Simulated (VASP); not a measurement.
Level of theory: optB88-vdW, VASP's PBE PAW potentials (set 64) (plane waves; VASP).

A VASP calculation is set up with these files.

### INCAR
```
LREAL = .False.   # projection in real space or not
NELM = 100   # most electronic steps
PARAM2 = 0.22
PREC = Accurate
LMAXMIX = 4   # l cut-off of mixed one-centre charges
ENCUT = 520   # plane-wave cut-off (eV)
LCHARG = .False.
LUSE_VDW = .True.
SYSTEM = ZnSe
ALGO = Normal   # blocked Davidson
EDIFF = 1E-7
ISMEAR = 0   # Gaussian
PARAM1 = 0.1833333333
ISIF = 2
LASPH = .True.
LWAVE = .False.
AGGAC = 0.0
GGA = BO
SIGMA = 0.05   # width (eV)
```

File KPOINTS:
```
Automatic mesh
0
Gamma
8 8 8
0 0 0
```

### POSCAR
```
ZnSe
1
    0.0000000000     2.9189433106     2.9189433106
    2.9189433106     0.0000000000     2.9189433106
    2.9189433106     2.9189433106     0.0000000000
Zn Se
1 1
Direct
  1.0000000000   0.0000000000   0.0000000000
  0.2500000000   0.2500000000   0.2500000000
```

POTCAR, in this order: Zn Se (PBE.64 set). Program: vasp_std.

The resulting files:

OSZICAR:
```
       N       E                     dE             d eps       ncg     rms          rms(c)
DAV:   1     0.912083561759E+02    0.91208E+02   -0.89916E+03   754   0.152E+03
DAV:   2     0.439415286712E+01   -0.86814E+02   -0.83748E+02   829   0.269E+02
DAV:   3    -0.142428918439E+01   -0.58184E+01   -0.57859E+01   949   0.695E+01
DAV:   4    -0.148362161147E+01   -0.59332E-01   -0.59319E-01   814   0.770E+00
DAV:   5    -0.148397084513E+01   -0.34923E-03   -0.34922E-03   919   0.541E-01    0.408E+00
DAV:   6    -0.119933028414E+01    0.28464E+00   -0.66424E-01  1122   0.234E+01    0.303E+00
DAV:   7    -0.118407660084E+01    0.15254E-01   -0.16171E-01   819   0.397E+00    0.129E+00
DAV:   8    -0.118450265327E+01   -0.42605E-03   -0.36898E-03   844   0.583E-01    0.423E-01
DAV:   9    -0.118469817792E+01   -0.19552E-03   -0.84449E-04   819   0.278E-01    0.647E-02
DAV:  10    -0.118473377210E+01   -0.35594E-04   -0.46246E-05   839   0.697E-02    0.154E-02
DAV:  11    -0.118474117369E+01   -0.74016E-05   -0.82264E-06   819   0.264E-02    0.264E-03
DAV:  12    -0.118474141925E+01   -0.24556E-06   -0.54541E-07   899   0.144E-02    0.202E-03
DAV:  13    -0.118474133745E+01    0.81803E-07   -0.12960E-07   595   0.698E-03
   1 F= -.11847413E+01 E0= -.11847413E+01  d E =-.322677E-17
```

File OUTCAR:
```
------------------------ aborting loop because EDIFF is reached ----------------------------------------
  FORCE on cell =-STRESS in cart. coord.  units (eV):
  Direction    XX          YY          ZZ          XY          YZ          ZX
  --------------------------------------------------------------------------------------
  Total       -0.9166549     -0.9166549     -0.9166549     -0.0000000     -0.0000000     -0.0000000
  in kB      -29.5263300    -29.5263300    -29.5263300     -0.0000000     -0.0000000     -0.0000000
  external PRESSURE =     -29.5263300 kB  Pullay stress =       0.0000000 kB
  volume of cell :       49.74
      direct lattice vectors                 reciprocal lattice vectors
     0.000000000  2.918943311  2.918943311    -0.171294865  0.171294865  0.171294865
     2.918943311  0.000000000  2.918943311     0.171294865 -0.171294865  0.171294865
     2.918943311  2.918943311  0.000000000     0.171294865  0.171294865 -0.171294865
  FREE ENERGIE OF THE ION-ELECTRON SYSTEM (eV)
  ---------------------------------------------------
  free  energy   TOTEN  =        -1.1847413374 eV

  energy  without entropy=       -1.1847413374  energy(sigma->0) =       -1.18474134
```
(Selected blocks of OUTCAR.)

The compound is ZnSe in the zinc blende structure. This cell is one point of a volume scan, at 1.06 of the reference volume.
